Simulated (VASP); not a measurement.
Data:

```
CELL_PARAMETERS angstrom
      0.00000     2.10500     2.10500
      2.10500     0.00000     2.10500
      2.10500     2.10500     0.00000
ATOMIC_POSITIONS crystal
  Mg 0.00000 0.00000 0.00000
  O  0.50000 0.50000 0.50000
```

These are PBEsol GGA, VASP's PBE PAW potentials (set 64) (plane waves; VASP) values and carry that method's errors. Settings: PREC = Normal, EDIFF = 1E-5, 450 eV cut-off, 12×12×12 Γ-centred mesh, Gaussian smearing of 0.050 eV, potentials Mg O.

At this cut-off the stress carries a Pulay error, which pulls relaxed volumes low.

Task: Give the stress tensor in GPa (positive for a compressed cell).

Result: 
```
-1.12   0.00   0.00
 0.00  -1.12   0.00
 0.00   0.00  -1.12
```
The pressure is its mean diagonal, -1.12 GPa.

The compound is MgO in the rock salt structure. The cell was not relaxed at this level.
